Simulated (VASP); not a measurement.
```
CELL_PARAMETERS angstrom
      0.00000     3.23898     3.23898
      3.23898     0.00000     3.23898
      3.23898     3.23898     0.00000
ATOMIC_POSITIONS crystal
  Na 0.00000 0.00000 0.00000
  I  0.50000 0.50000 0.50000
```

All values below come from revTPSS meta-GGA, VASP's PBE PAW potentials (set 64) (plane waves; VASP). Numerical set-up: 520 eV cut-off, 8×8×8 Γ-centred mesh, tetrahedra with Blöchl corrections, potentials Na_pv I.

Unless said otherwise, spin-orbit coupling is left out, though it shifts the bands of the heavy elements here.

### Question
Predict the energy per atom (σ→0), band gap (over mesh and band path) with the smallest direct gap where there is one.

### Answer

| Quantity | Value |
|---|---|
| band gap (over mesh and band path) | 3.98 eV |
| smallest direct gap (over mesh and band path) | 3.98 eV |
| energy per atom (σ→0) | 6.522 eV/atom |

The absolute energy has meaning only against runs of the same code, potentials and settings.

The compound is NaI in the rock salt structure. It was relaxed first.
